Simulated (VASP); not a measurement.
Input of a VASP 6.6.1 run:

Contents of INCAR:

```
SYSTEM = AlN
PREC     = Accurate       ! precision mode
ENCUT    = 520            ! plane-wave cutoff, eV
EDIFF    = 1E-7           ! SCF threshold, eV
ISMEAR   = 0              ! smearing method
SIGMA    = 0.02           ! smearing width, eV
LREAL    = .FALSE.        ! projectors in reciprocal space
LASPH    = .TRUE.         ! aspherical terms in the spheres
NELM     = 100            ! most SCF steps
ALGO     = Normal         ! electronic algorithm
ISIF     = 3              ! what is computed and relaxed
LWAVE    = .FALSE.        ! write WAVECAR
LCHARG   = .FALSE.        ! write CHGCAR
METAGGA  = R2SCAN         ! meta-GGA
LMIXTAU  = .TRUE.       
IBRION   = 2              ! ionic algorithm
NSW      = 80             ! ionic steps
EDIFFG   = -0.002         ! ionic threshold
KPAR     = 4
```

File KPOINTS:

```
regular mesh
0
G
  12 12 6
  0 0 0
```

POSCAR

```
AlN                                     
1.0
    3.1049958030     -0.0000000000      0.0000000000
   -1.5524979015      2.6890052420     -0.0000000000
   -0.0000000000      0.0000000000      4.9751431069
  Al              N             
     2     2
Direct
     0.3333333300000021    0.6666666699999979    0.9991628523928497
     0.6666666699999979    0.3333333300000021    0.4991628523928496
     0.3333333300000021    0.6666666699999979    0.3808371476071529
     0.6666666699999979    0.3333333300000021    0.8808371476071528
```

Potentials or basis: VASP PAW PBE potentials, release 64 (Al, N).

Command:

```bash
$ cat potpaw_PBE.64/Al/POTCAR potpaw_PBE.64/N/POTCAR > POTCAR
$ mpirun -np 4 vasp_std > vasp.out
```

Question: Estimate the band gap on the k mesh.

Answer: 4.94 eV, direct.

Final structure:
```
Al N
1.0
     3.10500    0.00000    0.00000
    -1.55250    2.68901    0.00000
     0.00000    0.00000    4.97514
Al N
2 2
Direct
  0.33333 0.66667 0.99916
  0.66667 0.33333 0.49916
  0.33333 0.66667 0.38084
  0.66667 0.33333 0.88084
```

Caveat: the relaxation stopped at its first step, so nothing moved; the PAW data sets were made with another functional, which shifts forces and pressure a little. r2SCAN opens gaps a little over a GGA but as a rule still falls short of measured ones.
